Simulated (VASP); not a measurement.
Output of a VASP run:

File OUTCAR:
```
 ion  position               nearest neighbor table
   1  0.000  0.000  0.000-
  LATTYP: Found a body centered cubic cell.
 ALAT       =     5.5652500000
 Subroutine PRICEL returns:
 Original cell was already a primitive cell.
 Subroutine GETGRP returns: Found 48 space group operations
The static configuration has the point symmetry O_h .
The dynamic configuration has the point symmetry O_h .
 Subroutine INISYM returns: Found 48 space group operations
 Subroutine IBZKPT returns following result:
 Found      1 irreducible k-points:

 Following reciprocal coordinates:
            Coordinates               Weight
  0.000000  0.000000  0.000000      1.000000
   k-points           NKPTS =      1   k-points in BZ     NKDIM =      1   number of bands    NBANDS=      8
   number of dos      NEDOS =    301   number of ions     NIONS =      1
   total plane-waves  NPLWV =  13824
   dimension x,y,z NGX =    24 NGY =   24 NGZ =   24
   dimension x,y,z NGXF=    48 NGYF=   48 NGZF=   48
   ions per type =               1
   PREC   = accura    normal or accurate (medium, high low for compatibility)
   ISTART =      0    job   : 0-new  1-cont  2-samecut
   ICHARG =      2    charge: 1-file 2-atom 10-const
   ISPIN  =      1    spin polarized calculation?
   LNONCOLLINEAR =      F non collinear calculations
   LSORBIT =      F    spin-orbit coupling
   INIWAV =      1    electr: 0-lowe 1-rand  2-diag
   ENCUT  =  180.0 eV  13.23 Ry    3.64 a.u.   5.27  5.27  5.27*2*pi/ulx,y,z
   NELM   =    100;   NELMIN=  2; NELMDL= -5     # of ELM steps
   EDIFF  = 0.1E-02   stopping-criterion for ELM
   LREAL  =      F    real-space projection
   NLSPLINE    = F    spline interpolate recip. space projectors
   LMAXMIX     =    4 max onsite mixed and CHGCAR
   VOSKOWN=      0    Vosko Wilk Nusair interpolation
   EDIFFG = 0.1E-01   stopping-criterion for IOM
   NSW    =      0    number of steps for IOM
   NBLOCK =      1;   KBLOCK =      1    inner block; outer block
   IBRION =     -1    ionic relax: 0-MD 1-quasi-New 2-CG
   NFREE  =      0    steps in history (QN), initial steepest desc. (CG)
   ISIF   =      2    stress and relaxation
   ISYM   =      2    0-nonsym 1-usesym 2-fastsym
   TEIN   =    0.0    initial temperature
   TEBEG  =    0.0;   TEEND  =   0.0 temperature during run
   SMASS  =  -3.00    Nose mass-parameter (am)
   PSTRESS=    0.0 pullay stress
   NELECT =       9.0000    total number of electrons
   EFERMI =   0.00;   METHOD = LEGACY
   ISMEAR =     0;   SIGMA  =   0.20  broadening in eV -4-tet -1-fermi 0-gaus
   IALGO  =     38    algorithm
   LDIAG  =      T    sub-space diagonalisation (order eigenvalues)
   IMIX   =      4    mixing-type and parameters
     AMIX     =   0.40;   BMIX     =  1.00
     AMIX_MAG =   1.60;   BMIX_MAG =  1.00
     AMIN     =   0.10
   GGA     = CA    functional components
   VOSKOWN =     0    Vosko Wilk Nusair interpolation
   LHFCALC =     F    Hartree Fock is set to
   LHFONE  =     F    Hartree Fock one center treatment
   AEXX    =    0.0000 exact exchange contribution
   IVDW    =     0    specifies the selected vdW correction
   LEPSILON=     F    determine dielectric tensor
   LRPA    =     F    only Hartree local field effects (RPA)
  energy-cutoff  :      180.00
  volume of cell :       86.18
      direct lattice vectors                 reciprocal lattice vectors
    -2.782625000  2.782625000  2.782625000     0.000000000  0.179686447  0.179686447
     2.782625000 -2.782625000  2.782625000     0.179686447  0.000000000  0.179686447
     2.782625000  2.782625000 -2.782625000     0.179686447  0.179686447  0.000000000
 k-point     1 :   0.0000 0.0000 0.0000  plane waves:     459
 maximum number of plane-waves:       459
```

OSZICAR:
```
       N       E                     dE             d eps       ncg     rms          rms(c)
DAV:   1     0.485686108574E+02    0.48569E+02   -0.23847E+03    16   0.360E+02
DAV:   2    -0.119775490582E+01   -0.49766E+02   -0.49766E+02    24   0.112E+02
DAV:   3    -0.215564775512E+01   -0.95789E+00   -0.95789E+00    24   0.229E+01
DAV:   4    -0.216035342935E+01   -0.47057E-02   -0.47057E-02    32   0.143E+00
DAV:   5    -0.216035579033E+01   -0.23610E-05   -0.23609E-05    16   0.393E-02    0.577E-01
DAV:   6    -0.216170654687E+01   -0.13508E-02   -0.21318E-04    32   0.966E-02    0.341E-01
DAV:   7    -0.216280748915E+01   -0.11009E-02   -0.53515E-04    16   0.149E-01    0.282E-02
DAV:   8    -0.216284086653E+01   -0.33377E-04   -0.54165E-05     8   0.498E-02
   1 F= -.21628409E+01 E0= -.21064219E+01  d E =-.112838E+00
```

**OUTCAR**
```
------------------------ aborting loop because EDIFF is reached ----------------------------------------
  FORCE on cell =-STRESS in cart. coord.  units (eV):
  Direction    XX          YY          ZZ          XY          YZ          ZX
  --------------------------------------------------------------------------------------
  Total       -0.4024875     -0.4024875     -0.4024875     -0.0000000      0.0000000     -0.0000000
  in kB       -7.4823658     -7.4823658     -7.4823658     -0.0000000      0.0000000     -0.0000000
  external PRESSURE =      -7.4823658 kB  Pullay stress =       0.0000000 kB
  volume of cell :       86.18
      direct lattice vectors                 reciprocal lattice vectors
    -2.782625000  2.782625000  2.782625000     0.000000000  0.179686447  0.179686447
     2.782625000 -2.782625000  2.782625000     0.179686447  0.000000000  0.179686447
     2.782625000  2.782625000 -2.782625000     0.179686447  0.179686447  0.000000000
 POSITION                                       TOTAL-FORCE (eV/Angst)
 -----------------------------------------------------------------------------------
      0.00000      0.00000      0.00000         0.000000     -0.000000      0.000000
 -----------------------------------------------------------------------------------
    total drift:                                0.000000      0.000000      0.000000
  FREE ENERGIE OF THE ION-ELECTRON SYSTEM (eV)
  ---------------------------------------------------
  free  energy   TOTEN  =        -2.1628408665 eV

  energy  without entropy=       -2.0500029498  energy(sigma->0) =       -2.10642191
```
(Selected blocks of OUTCAR.)

**POSCAR**
```
Rb
1
   -2.7826250000     2.7826250000     2.7826250000
    2.7826250000    -2.7826250000     2.7826250000
    2.7826250000     2.7826250000    -2.7826250000
Rb
1
Direct
  0.0000000000   0.0000000000   0.0000000000
```

**Question.** Reconstruct the remaining input files.

**Answer.** One answer among several that fit: the input of the run itself, LDA (Ceperley-Alder, Perdew-Zunger), plane waves, VASP's LDA PAW potentials (set 64).

KPOINTS:
```
Automatic mesh
0
G
1 1 1
```

### INCAR
```
SYSTEM = Rb
PREC = Accurate
ENCUT = 180
EDIFF = 1E-03
NELM = 100
ALGO = Normal
LREAL = .FALSE.
LASPH = .TRUE.
ISMEAR = 0
SIGMA = 0.2
LMAXMIX = 4
LWAVE = .FALSE.
LCHARG = .FALSE.
ISIF = 2
```

POTCAR, in this order: Rb_sv (LDA.64 set). Program: vasp_std.

At this cut-off the stress carries a Pulay error, which pulls relaxed volumes low.

The structure is a typed Rb crystal. The cell was not relaxed at this level. The k-mesh is coarse (spacing up to 1.60 per Å, 2π included), so the numbers may not be converged in it. The run is one of a series of settings (EDIFF = 1E-03, ENCUT = 180, GGA removed, SIGMA = 0.2, KPOINTS 1×1×1 Γ-centred mesh, POTCAR Rb_sv (LDA.64 set) against the base run), some of them coarse on purpose.
